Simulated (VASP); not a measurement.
Zn₃CdSe₄ (space group Amm2): the band gap from VASP (plane waves, PAW) at several levels of theory. Gaps are without spin-orbit coupling. Each level names its cell: its own relaxed one, PBE's, or the starting one. A gap is the smallest over the k-mesh and a band path; hybrids may have named points in place of the path, and GW has the mesh alone. mBJ is a potential without an energy functional, so only the levels count.

```json
[
 {"level": "PBEsol (own cell)", "band gap (eV)": "0.87"},
 {"level": "r2SCAN (own cell)", "band gap (eV)": "1.48"},
 {"level": "mBJ (TB09) (PBE cell)", "band gap (eV)": "2.29"}
]
```

The cell of the PBEsol (own cell) run:

```cif
data_CdSe4Zn3
_chemical_formula_sum 'Zn3 Cd1 Se4'
_space_group_name_H-M_alt 'P 1'
_space_group_IT_number 1
_cell_length_a 4.05885
_cell_length_b 7.04355
_cell_length_c 7.04355
_cell_angle_alpha 70.546
_cell_angle_beta 90.000
_cell_angle_gamma 90.000
loop_
_space_group_symop_operation_xyz
  'x, y, z'
loop_
_atom_site_label
_atom_site_type_symbol
_atom_site_fract_x
_atom_site_fract_y
_atom_site_fract_z
_atom_site_occupancy
Zn1 Zn 0.00000 0.99938 0.99938 1
Zn2 Zn 0.50000 0.99801 0.50180 1
Zn3 Zn 0.50000 0.50180 0.99801 1
Cd1 Cd 0.00000 0.50171 0.50171 1
Se1 Se 0.50000 0.36276 0.36276 1
Se2 Se 0.00000 0.36925 0.89229 1
Se3 Se 0.00000 0.89229 0.36925 1
Se4 Se 0.50000 0.87479 0.87479 1
```

Only levels that ran to the end are used. Left out are those held back, those with too coarse a band path, GW runs whose mesh misses a band edge, hybrids' fits of cells that aren't cubic and levels without matching references; a question may draw on a part of the rest.

The structure comes from a computed database's Zn3CdSe4 entry (Amm2); how it stands against other phases isn't given here.
